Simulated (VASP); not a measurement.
Consider the following.

```xyz
5
Lattice="4.4748 0.0000 0.0000 -2.2374 3.8753 0.0000 0.0000 0.0000 6.9724" Properties=species:S:1:pos:R:3 pbc="T T T"
P      0.0000     2.5835     1.7201
P      2.2374     1.2918     5.2523
Ca     0.0000     0.0000     0.0000
Ca     0.0000     2.5835     4.5112
Ca     2.2374     1.2918     2.4613
```

Level of theory: PBE GGA, VASP's PBE PAW potentials (set 64) (plane waves; VASP). Numerical set-up: 300 eV cut-off, 5×5×3 Γ-centred mesh, Gaussian smearing of 0.14 eV, potentials P Ca_sv.

Task: Give the energies of bands 15 to 23 at the high-symmetry points, in eV from the valence-band maximum.

Result: 
```csv
band,Γ,M,K,A,L,H
15,-2.21,-2.20,-1.68,-2.02,-2.44,-1.78
16,-0.73,-1.51,-1.32,-0.96,-1.93,-1.78
17,-0.73,-0.90,-1.32,-0.96,-0.77,-1.57
18,-0.53,-0.70,-0.75,-0.74,-0.46,-0.99
19,-0.53,-0.45,-0.74,-0.27,-0.33,-0.30
20,0.00,-0.31,-0.74,-0.27,-0.32,-0.30
21,2.62,1.72,1.78,3.19,2.44,2.23
22,2.62,3.08,3.20,3.19,2.46,3.12
23,2.88,3.27,3.40,3.55,3.18,3.12
```

The gap is indirect, 1.72 eV, from the valence maximum at Γ to the conduction minimum at M.

The structure was generated: Ca3P2 was put into an ordered model structure, which need not be its known phase. The cell was not relaxed at this level.
